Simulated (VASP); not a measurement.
```xyz
5
Lattice="4.0898 0.0000 0.0000 0.0000 4.0898 0.0000 0.0000 0.0000 4.0898" Properties=species:S:1:pos:R:3 pbc="T T T"
K      0.0000     0.0000     0.0000
Mg     2.0449     2.0449     2.0449
F      2.0449     0.0000     2.0449
F      0.0000     2.0449     2.0449
F      2.0449     2.0449     0.0000
```

Calculation: vdW-DF2, VASP's PBE PAW potentials (set 64) (plane waves; VASP). Numerical set-up: 520 eV cut-off, 6×6×6 Γ-centred mesh, Gaussian smearing of 0.050 eV, potentials K_sv Mg F.

Q: Predict the energy per atom (σ→0), pressure, band gap (on the k-mesh) with the smallest direct gap where there is one.

A: 
- band gap (on the k-mesh) = 6.74 eV
- smallest direct gap (on the k-mesh) = 7.05 eV
- energy per atom (σ→0) = -3.346 eV/atom
- pressure = -1.96 GPa

The absolute energy has meaning only against runs of the same code, potentials and settings.

The compound is KMgF3 in the cubic perovskite structure. This cell is one point of a volume scan, at 1.03 of the reference volume.
